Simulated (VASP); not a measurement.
Input of a VASP 6.6.1 run:

Contents of INCAR:

```
PREC = Accurate
ENCUT = 520
EDIFF = 1E-7
ISMEAR = -1
SIGMA = 0.05
LREAL = Auto
LASPH = True
NELM = 100
ALGO = Normal
ISIF = 2
LWAVE = False
LCHARG = True
GGA = PE
IVDW = 12
LELF = True
LVHAR = True
NBANDS = 37
```

File KPOINTS:

```
regular mesh
0
Gamma
  1 1 1
```

The input POSCAR:

```
MgH8Cl2O4
1.0
    5.5112720000      0.0000000000      0.0000000000
    0.0000000000      5.5112720000      0.0000000000
    0.0000000000      0.0000000000      5.5112720000
O H Mg Cl
4 8 1 2
Direct
    0.8341631478      0.6371305934      0.7941723798
   -0.0030301535      0.1416188495      0.5328171065
    0.5393673185      0.8626683640      0.3995810767
    0.4800525178      0.3866258098      0.6346266343
    0.9791568988      0.5677636669      0.6857582061
    0.9497807403      0.6942680383      0.9151244939
   -0.1700877765      0.1313671327      0.4557024222
   -0.0373960857      0.1083053059      0.7040298501
    0.4682403627      0.7127574179      0.3053741496
    0.6083894970      0.7838662291      0.5447018402
    0.6336649688      0.4797440591      0.6970804562
    0.4368320054      0.2709174942      0.7707113712
    0.3071704681      0.1750956948      0.3747955100
    0.2925640397      1.0300163011      0.9242149544
    0.1187203245      0.5574938054      0.2361342354
```

Potentials or basis: VASP PAW PBE potentials, release 64 (O, H, Mg, Cl).

The run is started by

```console
$ cat potpaw_PBE.64/O/POTCAR potpaw_PBE.64/H/POTCAR potpaw_PBE.64/Mg/POTCAR potpaw_PBE.64/Cl/POTCAR > POTCAR
$ mpirun -np 1 vasp_gam > vasp.out
```

Problem. What does it give for the largest force?

Solution. 3.842 eV/Å.

Problem. Estimate the band gap on the k mesh.

Solution. 3.94 eV, direct.

Problem. Predict the dispersion energy per atom.

Solution. -0.074 eV.

Stress tensor (GPa, compression positive):
```
-2.56  1.81  0.42
 1.81 -1.06 -4.49
 0.42 -4.49  1.14
```
